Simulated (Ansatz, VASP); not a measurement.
# MoRu5 (Ru0.84Mo0.16, hexagonal close-packed) in two plane-wave programs, part 2 of 2

Aim: how closely do two programs agree when they are given the same cell, functional and k mesh? The cell is invented: As first built, before any earlier steps moved the atoms (in the runner's words): 3x3x2 conventional cells of the Ru type (36 atoms: 6 Mo, 30 Ru); Ru/Mo share their sites, the best of 600 random draws by like-pair counts in two shells; start lattice of Ru; atoms moved at random by 0.02 A. It may not be a known or stable phase. Of the first pair: The structure shown is the start of the Ansatz relaxation below; VASP solves that cell, so the two are compared at the walk's first step.

VASP 6.6.1 and Ansatz 0.2.0.

So far: Starting point; Ansatz: relaxation, LDA.

## (3) VASP: single point, LDA, start cell, pair 1

Level of this step: LDA; plane waves and PAW (Mo_sv, Ru_pv); invented cell (VASP).

The same cell, functional (in two slightly different forms), mesh and smearing now go to VASP, with its own data sets.

Lines of VASP's logs that name or quote its potential files are left out, and so is its time.

File INCAR:

```
SYSTEM = MoRu5
PREC = Accurate
ENCUT = 400
EDIFF = 1E-06
NELM = 120
ISMEAR = 1
SIGMA = 0.15
LREAL = Auto
ALGO = Normal
GGA = PW92
NBANDS = 292
LASPH = .TRUE.
LORBIT = 11
LWAVE = .FALSE.
LCHARG = .FALSE.
ISIF = 2
GGA_COMPAT = .FALSE.
KPAR = 4
```

File POSCAR:

```
MoRu5
1.0
    8.1174000000      0.0000000000      0.0000000000
   -4.0587000000      7.0298700000      0.0000000000
    0.0000000000      0.0000000000      8.5638000000
Mo Ru
6 30
Direct
    0.2222938486      0.7773543465      0.8758962143
    0.4438988875      0.2204165938      0.1247343469
    0.5569766887      0.4461533428      0.8709451412
    0.7760333092      0.5552449761      0.1234148392
    0.8912975649      0.4451718168      0.3718909830
    0.8895991344      0.7745662438      0.3752072678
    0.1122246741      0.2237594721      0.1236133492
    0.2210310702      0.1118086110      0.3730119807
    0.1099574277      0.2236598970      0.6200985544
    0.2233347891      0.1080389822      0.8769705037
    0.1095168525      0.5539931748      0.1211845209
    0.2215390004      0.4393822361      0.3726149606
    0.1058361858      0.5487014696      0.6264041664
    0.2249767206      0.4450011167      0.8734090007
    0.1151229809      0.8890776074      0.1253065228
    0.2219323689      0.7761878954      0.3750788201
    0.1063317570      0.8889638073      0.6221537168
    0.5582153481      0.1111827103      0.3760013078
    0.4439757043      0.2244138227      0.6249211799
    0.5555277535      0.1121642363      0.8730236577
    0.4469417602      0.5519020978      0.1250145963
    0.5590471386      0.4483724450      0.3721011700
    0.4394471552      0.5537655746      0.6272682688
    0.4434437886      0.8890064823      0.1242672645
    0.5549299194      0.7766004208      0.3766552231
    0.4454767446      0.8948956382      0.6223755809
    0.5555327137      0.7781509473      0.8743198113
    0.7781423593      0.2266471499      0.1222938415
    0.8832354649      0.1147105139      0.3740629160
    0.7813288137      0.2254806988      0.6277470282
    0.8858050254      0.1071854814      0.8748452790
    0.7822315181      0.5596831805      0.6200985544
    0.8933504261      0.4497949464      0.8799481539
    0.7820780222      0.8873137057      0.1225857680
    0.7782808509      0.8898457582      0.6241972022
    0.8885751190      0.7794169736      0.8747752166
```

File KPOINTS:

```
Automatic mesh
0
Gamma
3 3 3
0 0 0
```

PAW data sets: Mo_sv and Ru_pv (LDA family, release 64).

On the command line:

```
$ mpirun -np 4 vasp_std
```

Numbers of over 12 decimals in the logs are rounded to 6 here.

The program printed:

```text
[banner, memory and clock lines left out]
running    4 mpi-ranks, on    1 nodes
[...]
|                                                                             |
|               ----> ADVICE to this user running VASP <----                  |
|                                                                             |
|     You enforced a specific xc type in the INCAR file but a different       |
|     [... a line on the potential file left out ...]
|     I HOPE YOU KNOW WHAT YOU ARE DOING!                                     |
|                                                                             |

 LDA part: xc-table for (Slater(with rela. corr.)+PW92), standard interpolation
 POSCAR, INCAR and KPOINTS ok, starting setup
[...]
entering main loop
       N       E                     dE             d eps       ncg     rms          rms(c)
DAV:   1     0.621429662256E+04    0.62143E+04   -0.26018E+05  8432   0.159E+03
DAV:   2    -0.737570318286E+02   -0.62881E+04   -0.61270E+04  8368   0.561E+02
DAV:   3    -0.401939858201E+03   -0.32818E+03   -0.30923E+03 11028   0.119E+02
DAV:   4    -0.419349078736E+03   -0.17409E+02   -0.16979E+02  9928   0.200E+01
[...]
DAV:  21    -0.393302420792E+03    0.31294E-05   -0.21536E-05  9200   0.176E-02    0.158E-02
DAV:  22    -0.393302420116E+03    0.67589E-06   -0.10033E-05  8976   0.116E-02    0.721E-03
DAV:  23    -0.393302419520E+03    0.59624E-06   -0.28101E-06  6192   0.782E-03
   1 F= -.39330242E+03 E0= -.39330404E+03  d E =0.485727E-02
```

Parts of OUTCAR (step 3):

```text
  Total      -13.3781449    -13.0274054    -10.5179756      0.1343744     -0.4059130     -0.5001272
  in kB      -43.8607163    -42.7108047    -34.4835513      0.4405512     -1.3307999     -1.6396844
  external PRESSURE =     -40.3516908 kB  Pullay stress =       0.0000000 kB

 POSITION                                       TOTAL-FORCE (eV/Angst)
 -----------------------------------------------------------------------------------
     -1.35060      5.46470      7.50100         0.045776      0.251120     -0.390811
      2.70870      1.54950      1.06820        -0.088554     -0.809738      0.471445
      2.71040      3.13640      7.45860        -0.251012     -0.013315     -0.633107
      4.04580      3.90330      1.05690         0.554146      0.671497     -0.585869
      5.42820      3.12950      3.18480         0.413569     -0.678399      0.596653
      4.07750      5.44510      3.21320        -0.588660      1.200177      0.119523
      0.00280      1.57300      1.05860        -0.187199     -0.188546     -0.135662
      1.34040      0.78600      3.19440         0.123092      0.263301      0.373364
     -0.01520      1.57230      5.31040         0.128291     -0.196247      0.478245
      1.37440      0.75950      7.51020        -0.670584      0.512818     -0.535485
     -1.35950      3.89450      1.03780         0.470976      0.386540      0.506402
      0.01500      3.08880      3.19100         0.201600      0.299095      0.014835
     -1.36790      3.85730      5.36440         0.163714      0.963082     -0.344614
      0.02010      3.12830      7.47970        -0.120790     -0.637452      0.168278
[...]
-----------------------------------------------------------------------------------
    total drift:                               -0.008338     -0.003133      0.007609

  FREE ENERGIE OF THE ION-ELECTRON SYSTEM (eV)
  ---------------------------------------------------
  free  energy   TOTEN  =      -393.3024195199 eV

  energy  without entropy=     -393.3072767942  energy(sigma->0) =     -393.30403861

[... 2 further parts left out ...]
[key lines of the parts left out:]
E-fermi :  12.8979
```

The run ends at a pressure of -4.04 GPa, with forces up to 1.3 eV/Å.

## (4) Comparison

Known differences besides the potentials themselves: the data sets hold 564 valence electrons in Ansatz (on its default PAW (the set named soft_2) files) and 504 in VASP; the cutoff is 420 eV in Ansatz and 400 eV in VASP (PREC = Accurate, projectors in real space); VASP's log shows a relativistic correction to its local exchange, Ansatz's none. Total energies have different zeros and are not compared.

Forces on 8 of the 36 atoms, those with the largest forces and the largest differences (eV/Å; atoms numbered as in POSCAR):

```
atom          Ansatz x, y, z            VASP x, y, z
 Mo4    0.549, 0.663, -0.584    0.554, 0.671, -0.586
 Mo6    -0.579, 1.179, 0.125    -0.589, 1.200, 0.120
Ru13    0.159, 0.956, -0.341    0.164, 0.963, -0.345
Ru21    -0.917, 0.738, 0.056    -0.938, 0.753, 0.062
Ru22   -0.609, -0.637, 0.811   -0.628, -0.647, 0.829
Ru28   0.303, -0.825, -0.031   0.318, -0.845, -0.037
Ru29   0.967, -0.341, -0.184   0.972, -0.352, -0.189
Ru33  -0.177, -0.801, -0.944  -0.173, -0.815, -0.962
```

The forces differ by 8.7 meV/Å r.m.s., which is 1.9 % of the r.m.s. force of 0.449 eV/Å (both taken over all components).

## (5) Ansatz: relaxation, LDA

This run makes the geometry at which the two programs are then compared. The cell compared in this pair holds 482.51 Å³, against 488.69 Å³ for the pair before.

The structure compared here is the end of the Ansatz relaxation.

File input.yaml:

```yaml
crystal:
  lattice:
    - [8.1174, 0.0, 0.0]
    - [-4.0587, 7.02987, 0.0]
    - [0.0, 0.0, 8.5638]
  atoms:
    - { symbol: Mo, position: [0.22229, 0.77735, 0.8759] }
    - { symbol: Mo, position: [0.4439, 0.22042, 0.12474] }
    - { symbol: Mo, position: [0.55697, 0.44615, 0.87094] }
    - { symbol: Mo, position: [0.77604, 0.55525, 0.12342] }
    - { symbol: Mo, position: [0.8913, 0.44517, 0.37189] }
    - { symbol: Mo, position: [0.8896, 0.77456, 0.37521] }
    - { symbol: Ru, position: [0.11223, 0.22376, 0.12361] }
    - { symbol: Ru, position: [0.22103, 0.11181, 0.37301] }
    - { symbol: Ru, position: [0.10996, 0.22366, 0.6201] }
    - { symbol: Ru, position: [0.22333, 0.10804, 0.87697] }
    - { symbol: Ru, position: [0.10952, 0.55399, 0.12118] }
    - { symbol: Ru, position: [0.22154, 0.43938, 0.37262] }
    - { symbol: Ru, position: [0.10584, 0.5487, 0.6264] }
    - { symbol: Ru, position: [0.22498, 0.445, 0.87341] }
    - { symbol: Ru, position: [0.11513, 0.88908, 0.12531] }
    - { symbol: Ru, position: [0.22193, 0.77619, 0.37508] }
    - { symbol: Ru, position: [0.10634, 0.88897, 0.62215] }
    - { symbol: Ru, position: [0.55821, 0.11118, 0.376] }
    - { symbol: Ru, position: [0.44397, 0.22441, 0.62492] }
    - { symbol: Ru, position: [0.55553, 0.11216, 0.87302] }
    - { symbol: Ru, position: [0.44694, 0.5519, 0.12502] }
    - { symbol: Ru, position: [0.55904, 0.44837, 0.3721] }
    - { symbol: Ru, position: [0.43944, 0.55376, 0.62727] }
    - { symbol: Ru, position: [0.44345, 0.88901, 0.12427] }
    - { symbol: Ru, position: [0.55493, 0.7766, 0.37665] }
    - { symbol: Ru, position: [0.44548, 0.89489, 0.62237] }
    - { symbol: Ru, position: [0.55553, 0.77815, 0.87432] }
    - { symbol: Ru, position: [0.77815, 0.22665, 0.12229] }
    - { symbol: Ru, position: [0.88324, 0.11471, 0.37406] }
    - { symbol: Ru, position: [0.78133, 0.22548, 0.62775] }
    - { symbol: Ru, position: [0.88581, 0.10719, 0.87485] }
    - { symbol: Ru, position: [0.78223, 0.55969, 0.6201] }
    - { symbol: Ru, position: [0.89335, 0.44979, 0.87995] }
    - { symbol: Ru, position: [0.78208, 0.88732, 0.12258] }
    - { symbol: Ru, position: [0.77828, 0.88985, 0.6242] }
    - { symbol: Ru, position: [0.88858, 0.77942, 0.87478] }
kpoints:
  mp_grid: { grid: [3, 3, 3] }
hamiltonian:
  xc: lda
scf:
  occupations: { method: methfessel_paxton, width: 0.15 }
output:
  forces: true
  stress: true
relax:
  f_tol: 0.02
  max_steps: 45
  cell: { stress_tol: 0.1 }
```

On the command line:

```
$ ansatz run input.yaml --threads 8 --pin off --max-ram 15360MiB --backend cpu --events-out ev --progress --plain --runs-dir out
```

The program printed:

```text
[...]
Crystal: 36 atoms, lattice volume = 488.687 Å³
Basis set: ecut = 420 eV, 9563 PW (Γ)
Bands: 339, of which v1, the nominal top of the filled ones, is band 282 counted from 1 (281 counted from 0)
Symmetry: 1 space group operations
[...]
k-points: 14 of 27 (time reversal used)
[...]
- { symbol: Ru, position: [0.224519, 0.442872, 0.373746] }
    - { symbol: Ru, position: [0.111565, 0.556695, 0.623137] }
    - { symbol: Ru, position: [0.221931, 0.442486, 0.874261] }
[...]
- { symbol: Ru, position: [0.889973, 0.443217, 0.872964] }
    - { symbol: Ru, position: [0.776879, 0.889214, 0.122797] }
    - { symbol: Ru, position: [0.775799, 0.888926, 0.625866] }
    - { symbol: Ru, position: [0.889959, 0.781356, 0.872308] }
[key lines of the parts left out:]
SCF converged after 4 iterations
Free energy (F): -201806.505501 eV
Fermi energy:    23.636943 eV
P = ⅓ Tr σ = 0.0019 GPa (0.019 kbar)
```

## (6) VASP: single point, LDA, relaxed cell, pair 2

The same cell, functional (in two slightly different forms), mesh and smearing now go to VASP, with its own data sets.

INCAR, as its differences from that of step 3:

```diff
@@ -2,3 +2,3 @@
 PREC = Accurate
-ENCUT = 400
+ENCUT = 500
 EDIFF = 1E-06
```

File POSCAR:

```
MoRu5
1.0
    8.0810250000      0.0025230000     -0.0029990000
   -4.0383280000      6.9887080000      0.0002500000
   -0.0031630000     -0.0015220000      8.5420790000
Mo Ru
6 30
Direct
    0.2233600000      0.7791800000      0.8745200000
    0.4404500000      0.2156700000      0.1280700000
    0.5532900000      0.4447900000      0.8681500000
    0.7810000000      0.5590300000      0.1193100000
    0.8893200000      0.4401800000      0.3771300000
    0.8896100000      0.7830000000      0.3774000000
    0.1109100000      0.2231200000      0.1240300000
    0.2233400000      0.1140400000      0.3755900000
    0.1115500000      0.2236000000      0.6241700000
    0.2218300000      0.1135600000      0.8726300000
    0.1113000000      0.5558300000      0.1242200000
    0.2245200000      0.4428700000      0.3737500000
    0.1115600000      0.5566900000      0.6231400000
    0.2219300000      0.4424900000      0.8742600000
    0.1106600000      0.8875000000      0.1232100000
    0.2227200000      0.7785600000      0.3739900000
    0.1118600000      0.8880300000      0.6235700000
    0.5556400000      0.1110800000      0.3758600000
    0.4437300000      0.2194100000      0.6228600000
    0.5574500000      0.1134000000      0.8735800000
    0.4441000000      0.5564500000      0.1251900000
    0.5546900000      0.4447600000      0.3766300000
    0.4430200000      0.5577600000      0.6235600000
    0.4446500000      0.8873000000      0.1257000000
    0.5557300000      0.7764600000      0.3746000000
    0.4442300000      0.8885700000      0.6235400000
    0.5573600000      0.7777300000      0.8749500000
    0.7774700000      0.2214700000      0.1227700000
    0.8903600000      0.1122500000      0.3732400000
    0.7771800000      0.2215400000      0.6258100000
    0.8915700000      0.1129700000      0.8737100000
    0.7785500000      0.5560200000      0.6253800000
    0.8899700000      0.4432200000      0.8729600000
    0.7768800000      0.8892100000      0.1228000000
    0.7758000000      0.8889300000      0.6258700000
    0.8899600000      0.7813600000      0.8723100000
```

KPOINTS is that of step 3.

On the command line:

```
$ mpirun -np 4 vasp_std
```

The program printed:

```text
[banner, memory and clock lines left out]
running    4 mpi-ranks, on    1 nodes
[...]
[... a notice as in an earlier step ...]

 LDA part: xc-table for (Slater(with rela. corr.)+PW92), standard interpolation
 POSCAR, INCAR and KPOINTS ok, starting setup
[...]
entering main loop
       N       E                     dE             d eps       ncg     rms          rms(c)
DAV:   1     0.703016656455E+04    0.70302E+04   -0.29228E+05  8296   0.187E+03
DAV:   2    -0.360685497456E+02   -0.70662E+04   -0.69027E+04  8328   0.618E+02
DAV:   3    -0.400535540421E+03   -0.36447E+03   -0.34219E+03 10644   0.133E+02
DAV:   4    -0.419430404345E+03   -0.18895E+02   -0.18287E+02  9856   0.223E+01
[...]
DAV:  21    -0.393966937586E+03    0.12525E-05   -0.16012E-05  9272   0.139E-02    0.156E-02
DAV:  22    -0.393966936264E+03    0.13215E-05   -0.84936E-06  8864   0.104E-02    0.510E-03
DAV:  23    -0.393966936042E+03    0.22180E-06   -0.15973E-06  5360   0.601E-03
   1 F= -.39396694E+03 E0= -.39396478E+03  d E =-.645928E-02
```

Parts of OUTCAR (step 6):

```text
  Total        2.2186822      2.1853145      2.2974279      0.0115622     -0.0178487      0.0093328
  in kB        7.3671665      7.2563684      7.6286427      0.0383925     -0.0592670      0.0309896
  external PRESSURE =       7.4173926 kB  Pullay stress =       0.0000000 kB

 POSITION                                       TOTAL-FORCE (eV/Angst)
 -----------------------------------------------------------------------------------
     -1.34437      5.44469      7.46974        -0.005893     -0.006105     -0.002503
      2.68794      1.50817      1.09272         0.002164      0.009797     -0.007931
      2.67220      3.10858      7.41426         0.002357     -0.000862      0.006884
      4.05336      3.90869      1.01695         0.003280      0.001856      0.007441
      5.40783      3.07796      3.21892         0.001918     -0.002363     -0.006529
      4.02576      5.47383      3.22131        -0.001424     -0.003958     -0.002970
     -0.00516      1.55941      1.05920        -0.010188     -0.000684     -0.000346
      1.34310      0.79698      3.20768        -0.001581     -0.002110      0.006990
     -0.00351      1.56201      5.33143         0.001256     -0.001611      0.001656
      1.33126      0.79287      7.45344        -0.010494     -0.006768     -0.000679
     -1.34560      3.88463      1.06090         0.010039      0.000262      0.006802
      0.02472      3.09509      3.19204         0.001937      0.002944      0.005411
     -1.34855      3.88988      5.32272         0.005463      0.002505     -0.003521
      0.00374      3.09166      7.46744        -0.005566     -0.001479      0.000781
[...]
-----------------------------------------------------------------------------------
    total drift:                               -0.001883     -0.009232     -0.003928

  FREE ENERGIE OF THE ION-ELECTRON SYSTEM (eV)
  ---------------------------------------------------
  free  energy   TOTEN  =      -393.9669360424 eV

  energy  without entropy=     -393.9604767596  energy(sigma->0) =     -393.96478295

[... 2 further parts left out ...]
[key lines of the parts left out:]
E-fermi :  13.1354
```

The run ends at a pressure of 0.74 GPa, with forces up to 0.022 eV/Å.

## (7) Comparison

What differs besides the data sets and the points named for the pairs above, as far as they apply: the data sets hold 564 valence electrons in Ansatz (on its default PAW (the set named soft_2) files) and 504 in VASP; the cutoff is 420 eV in Ansatz and 500 eV in VASP (PREC = Accurate, projectors in real space); Ansatz's pressure holds a Pulay correction, VASP's none. Total energies have different zeros and are not compared.

The two programs side by side:

```csv
quantity,Ansatz,VASP,difference
pressure (GPa),0.00,0.74,-0.74
```

At this near-relaxed geometry the largest component of a force difference is 10 meV/Å.

## (8) What came out

```yaml
r_m_s_force_difference_single_point_lda_start_cell_pair_1: 1.9 % of the r.m.s. force
difference_in_pressure_single_point_lda_relaxed_cell_pair_2: -0.74 GPa
```

The difference in pressure is -0.74 GPa (single point, LDA, relaxed cell, pair 2), within the 1 GPa picked in this series as the mark of a large difference. The data sets hold unlike numbers of valence electrons (564 in Ansatz and 504 in VASP), so part of the differences comes from the potentials. How closely two codes agree says nothing of how well the functional describes the real material.

[Lines on the potential files, build, host, timing and source positions are cut from VASP's logs without a mark.]

[Logs are printed without paths, hosts, clocks, repeated set-up lines and the standing remarks that a program may print on its own settings, such as how far it seeks lower states.]

[Hosts, paths, dates, database ids (printed as entryN), source tags and the programs' standing remarks are cut or masked in the printed files.]
